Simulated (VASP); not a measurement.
Data:

```
CELL_PARAMETERS angstrom
     -2.56767     2.56767     2.56767
      2.56767    -2.56767     2.56767
      2.56767     2.56767    -2.56767
ATOMIC_POSITIONS crystal
  Ba 0.00000 0.00000 0.00000
```

All values below come from PBE GGA, VASP's PBE PAW potentials (set 64) (plane waves; VASP). Settings: 520 eV cut-off, 10×10×10 Γ-centred mesh, first-order Methfessel-Paxton smearing of 0.10 eV, potentials Ba_sv.

Unless said otherwise, spin-orbit coupling is left out, though it shifts the bands of the heavy elements here.

Task: What does the run give for the energy per atom (σ→0), band gap (on the k-mesh) with the smallest direct gap where there is one?

Result: 
```yaml
band gap (on the k-mesh): none (metal, semimetal or under 0.01 eV)
energy per atom (σ→0): -1.900 eV/atom
```

Total energies compare only between runs with the same potentials, cut-off and functional.

The compound is Ba in the bcc structure. This cell is one point of a volume scan, at 1.06 of the reference volume.
